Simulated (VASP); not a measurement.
## SiC: energy against strain

SiC (wurtzite, P6_3mc, 10.160 Å³/atom and stress up to 0.23 GPa in the relaxed cell, c along z) under a strain ε along c (axis z), the other axes held. LDA in VASP (plane waves, PAW), 600 eV, 12×12×6 Γ-centred mesh, Gaussian smearing 0.05 eV; ions are relaxed, or left where forces stay under 0.02 eV/Å, within the symmetry of each cell.

Here s stands for strain and y for E less E0.

| strain (%) | E less E0 (meV/atom) |
|---|---|
| -1.50 | 4.39 |
| -1.00 | 2.00 |
| -0.50 | 0.54 |
| 0.00 | 0.00 |
| 0.50 | 0.35 |
| 1.00 | 1.57 |
| 1.50 | 3.65 |
| 3.00 | ? |

The 7 complete rows are fitted with a parabola, y against s. Least squares gives y = -0.001 - 0.2336·s + 1.7871·s². Residuals (row less fit): 0.020, -0.020, -0.023, 0.001, 0.021, 0.018, -0.020; standard error 0.025 (degrees of freedom: 4). Twice the quadratic coefficient over the volume, 2 × 1.7871 meV × 10⁴ × 0.1602 / 10.160 Å³, is the elastic constant C33 = 564 ± 3 GPa (± standard error of the fit, which holds the terms cut off).

### Question
What does the fit predict for y at s = 3.00, and how far is the calculated value from it?

### Answer
y = -0.001 - 0.2336 × 3.0 + 1.7871 × 3.0² = 15.382 meV/atom. The calculation gives 14.88 meV/atom, 0.502 meV/atom below the prediction (3.4 % of the range of y in the table). The row lies outside the fitted rows, so this is an extrapolation. From the scatter of the fitted rows alone, a prediction at this place has a standard error of 0.094 meV/atom, so the miss is 5.3 times that.

A polynomial of degree 3 through the 12 other runs of the series gives 14.89 there, so most of the miss is curvature that the fit leaves out. SiC is here the rare 2H polytype. Rows are the converged runs of the series near zero and its far end; series whose fitted rows scatter by over a few per cent of the range, as at a crossing or softening among them, aren't shown in this form, nor equations of state whose B0' disagrees with the runs' pressures. Most that stay on the fit to the last digits aren't either.
